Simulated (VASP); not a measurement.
Computed with PBE GGA with D3 dispersion (zero damping), VASP's PBE PAW potentials (set 64) (plane waves; VASP 6.6.1).

The input files of a VASP run:

**INCAR**
```
# general
SYSTEM  = Zn
PREC    = Accurate
ENCUT   = 520
LREAL   = .FALSE.   # projection in real space or not
LASPH   = .TRUE.   # aspherical one-centre terms

# electronic loop
EDIFF   = 1E-7
NELM    = 100   # most electronic steps
ALGO    = Normal   # blocked Davidson
LMAXMIX = 4

# smearing
ISMEAR  = 1
SIGMA   = 0.1   # width (eV)

# functional
GGA     = PE
IVDW    = 11   # D3, zero damping

# ions
IBRION  = 2
NSW     = 30   # most ionic steps
ISIF    = 4
EDIFFG  = -0.01   # ionic stop

# output
LWAVE   = .FALSE.
LCHARG  = .FALSE.
```

**POSCAR**
```
Zn
1
    1.3118501572    -2.2721915405     0.0000000000
    1.3118501572     2.2721915405     0.0000000000
    0.0000000000     0.0000000000     4.6102047090
Zn
2
Direct
  0.3333330000   0.6666670000   0.2500000000
  0.6666670000   0.3333330000   0.7500000000
```

**KPOINTS**
```
K-points
0
G
16 16 8
0 0 0
```

POTCAR, in this order: Zn (PBE.64 set). Program: vasp_std.

The run wrote:

### OSZICAR
```
       N       E                     dE             d eps       ncg     rms          rms(c)
DAV:   1     0.954365093080E+02    0.95437E+02   -0.12885E+04  4896   0.244E+03
DAV:   2     0.159773588063E+00   -0.95277E+02   -0.93763E+02  4920   0.303E+02
DAV:   3    -0.240059839724E+01   -0.25604E+01   -0.25561E+01  5872   0.613E+01
DAV:   4    -0.240751999172E+01   -0.69216E-02   -0.69214E-02  5760   0.317E+00
DAV:   5    -0.240752933965E+01   -0.93479E-05   -0.93479E-05  5816   0.967E-02    0.502E+00
DAV:   6    -0.216464939110E+01    0.24288E+00   -0.11304E+00  5024   0.246E+01    0.360E+00
DAV:   7    -0.215187683132E+01    0.12773E-01   -0.36003E-02  6008   0.364E+00    0.182E+00
DAV:   8    -0.214605289994E+01    0.58239E-02   -0.17207E-03  6912   0.760E-01    0.463E-02
DAV:   9    -0.214604350930E+01    0.93906E-05   -0.24918E-04  6808   0.248E-01    0.313E-02
DAV:  10    -0.214604619476E+01   -0.26855E-05   -0.24465E-05  5312   0.666E-02    0.318E-03
DAV:  11    -0.214604594061E+01    0.25415E-06   -0.86842E-08  4800   0.412E-03    0.178E-03
DAV:  12    -0.214604555541E+01    0.38520E-06   -0.32350E-08  3224   0.410E-03    0.895E-05
DAV:  13    -0.214604555284E+01    0.25707E-08   -0.87967E-09  2920   0.987E-04
   1 F= -.29156978E+01 E0= -.29156935E+01  d E =-.291570E+01
       N       E                     dE             d eps       ncg     rms          rms(c)
DAV:   1    -0.217931489695E+01   -0.33269E-01   -0.63361E-01  5600   0.769E+00    0.109E+00
DAV:   2    -0.216051343554E+01    0.18801E-01   -0.17823E-02  5240   0.264E+00    0.655E-01
DAV:   3    -0.215033673686E+01    0.10177E-01   -0.12818E-02  6736   0.214E+00    0.724E-02
DAV:   4    -0.215045132239E+01   -0.11459E-03   -0.14391E-03  5144   0.452E-01    0.440E-02
DAV:   5    -0.215044863300E+01    0.26894E-05   -0.11468E-05  5680   0.830E-02    0.502E-03
DAV:   6    -0.215044784740E+01    0.78560E-06   -0.11354E-06  6616   0.159E-02    0.105E-03
DAV:   7    -0.215044787300E+01   -0.25602E-07   -0.10517E-07  2976   0.429E-03
   2 F= -.29210312E+01 E0= -.29210845E+01  d E =-.533334E-02
       N       E                     dE             d eps       ncg     rms          rms(c)
DAV:   1    -0.216992224391E+01   -0.19474E-01   -0.39416E-01  5600   0.606E+00    0.859E-01
DAV:   2    -0.215815118001E+01    0.11771E-01   -0.11099E-02  5192   0.209E+00    0.516E-01
DAV:   3    -0.215181529028E+01    0.63359E-02   -0.80857E-03  6752   0.167E+00    0.568E-02
DAV:   4    -0.215188541894E+01   -0.70129E-04   -0.88951E-04  5064   0.357E-01    0.345E-02
DAV:   5    -0.215188345577E+01    0.19632E-05   -0.71039E-06  5808   0.677E-02    0.352E-03
DAV:   6    -0.215188306141E+01    0.39436E-06   -0.63912E-07  5416   0.115E-02    0.820E-04
DAV:   7    -0.215188308362E+01   -0.22211E-07   -0.78763E-08  2800   0.389E-03
   3 F= -.29233363E+01 E0= -.29231837E+01  d E =-.763847E-02
       N       E                     dE             d eps       ncg     rms          rms(c)
DAV:   1    -0.222182532527E+01   -0.69942E-01   -0.15777E+00  5656   0.121E+01    0.171E+00
DAV:   2    -0.217456614928E+01    0.47259E-01   -0.45966E-02  5248   0.403E+00    0.103E+00
DAV:   3    -0.214933779551E+01    0.25228E-01   -0.33149E-02  6648   0.322E+00    0.114E-01
DAV:   4    -0.214962233727E+01   -0.28454E-03   -0.34301E-03  5128   0.679E-01    0.736E-02
DAV:   5    -0.214961479117E+01    0.75461E-05   -0.36954E-05  5496   0.105E-01    0.105E-02
DAV:   6    -0.214961147248E+01    0.33187E-05   -0.43149E-06  6464   0.321E-02    0.133E-03
DAV:   7    -0.214961157288E+01   -0.10040E-06   -0.43389E-07  5280   0.787E-03    0.820E-04
DAV:   8    -0.214961160745E+01   -0.34573E-07   -0.50411E-09  2616   0.178E-03
   4 F= -.29231660E+01 E0= -.29232395E+01  d E =-.746818E-02
       N       E                     dE             d eps       ncg     rms          rms(c)
DAV:   1    -0.217950062805E+01   -0.29889E-01   -0.60009E-01  5608   0.750E+00    0.106E+00
DAV:   2    -0.216149100304E+01    0.18010E-01   -0.16213E-02  5240   0.248E+00    0.637E-01
DAV:   3    -0.215199410856E+01    0.94969E-02   -0.12007E-02  6712   0.202E+00    0.706E-02
DAV:   4    -0.215209742859E+01   -0.10332E-03   -0.13808E-03  5136   0.454E-01    0.389E-02
DAV:   5    -0.215209675722E+01    0.67137E-06   -0.10266E-05  5880   0.104E-01    0.361E-03
DAV:   6    -0.215209667309E+01    0.84131E-07   -0.11668E-06  5296   0.172E-02    0.162E-03
DAV:   7    -0.215209664213E+01    0.30961E-07   -0.54173E-08  2848   0.436E-03
   5 F= -.29242928E+01 E0= -.29242101E+01  d E =-.859497E-02
       N       E                     dE             d eps       ncg     rms          rms(c)
DAV:   1    -0.215480155036E+01   -0.27049E-02   -0.67047E-02  5624   0.250E+00    0.354E-01
DAV:   2    -0.215281341313E+01    0.19881E-02   -0.18634E-03  5216   0.860E-01    0.212E-01
DAV:   3    -0.215173691392E+01    0.10765E-02   -0.13784E-03  6768   0.678E-01    0.235E-02
DAV:   4    -0.215174871415E+01   -0.11800E-04   -0.14701E-04  5096   0.144E-01    0.141E-02
DAV:   5    -0.215174806472E+01    0.64943E-06   -0.11455E-06  5688   0.305E-02    0.132E-03
DAV:   6    -0.215174804403E+01    0.20697E-07   -0.10462E-07  3040   0.442E-03
   6 F= -.29243766E+01 E0= -.29243528E+01  d E =-.867880E-02
       N       E                     dE             d eps       ncg     rms          rms(c)
DAV:   1    -0.215220517543E+01   -0.45711E-03   -0.65895E-03  5592   0.784E-01    0.111E-01
DAV:   2    -0.215200432007E+01    0.20086E-03   -0.18168E-04  5216   0.269E-01    0.667E-02
DAV:   3    -0.215190253025E+01    0.10179E-03   -0.13382E-04  6680   0.213E-01    0.737E-03
DAV:   4    -0.215190345620E+01   -0.92596E-06   -0.14831E-05  5136   0.465E-02    0.423E-03
DAV:   5    -0.215190358838E+01   -0.13218E-06   -0.10026E-07  3848   0.106E-02    0.398E-04
DAV:   6    -0.215190357357E+01    0.14818E-07   -0.14284E-08  2512   0.195E-03
   7 F= -.29243944E+01 E0= -.29243538E+01  d E =-.869660E-02
```

OUTCAR:
```
------------------------ aborting loop because EDIFF is reached ----------------------------------------
 Edisp (eV)   -0.77249
  FORCE on cell =-STRESS in cart. coord.  units (eV):
  Direction    XX          YY          ZZ          XY          YZ          ZX
  --------------------------------------------------------------------------------------
  Total       0.65318     0.65318     0.65574     0.00000     0.00000    -0.00000
  in kB      38.07722    38.07724    38.22621     0.00000     0.00000    -0.00000
  external pressure =       38.13 kB  Pullay stress =        0.00 kB
  volume of cell :       27.48
      direct lattice vectors                 reciprocal lattice vectors
     1.295208200 -2.243366837 -0.000000000     0.386038322 -0.222879286  0.000000000
     1.295208200  2.243366837  0.000000000     0.386038322  0.222879286  0.000000000
    -0.000000000 -0.000000000  4.729437595     0.000000000 -0.000000000  0.211441631
 POSITION                                       TOTAL-FORCE (eV/Angst)
 -----------------------------------------------------------------------------------
      1.29521      0.74779      1.18236        -0.000000      0.000000      0.000000
      1.29521     -0.74779      3.54708         0.000000     -0.000000      0.000000
 -----------------------------------------------------------------------------------
    total drift:                                0.000000      0.000061      0.000004
  FREE ENERGIE OF THE ION-ELECTRON SYSTEM (eV)
  ---------------------------------------------------
  free  energy   TOTEN  =        -2.9243944278 eV

  energy  without entropy=       -2.9242725860  energy(sigma->0) =       -2.92435381

 reached required accuracy - stopping structural energy minimisation
```
(Selected blocks of OUTCAR.)

**CONTCAR**
```
Zn
   1.00000000000000
     1.2952082000269711   -2.2433668374666818   -0.0000000000000000
     1.2952082000269711    2.2433668374666818    0.0000000000000000
    -0.0000000000000000   -0.0000000000000000    4.7294375952290766
  Zn
     2
Direct
     0.3333330000000032    0.6666669999999968    0.2500000000000000
     0.6666669999999968    0.3333330000000032    0.7500000000000000
```

The compound is Zn in the hcp structure. This cell is one point of a volume scan, at 0.97 of the reference volume. Symmetry was kept, so distortions that lower it aren't found.
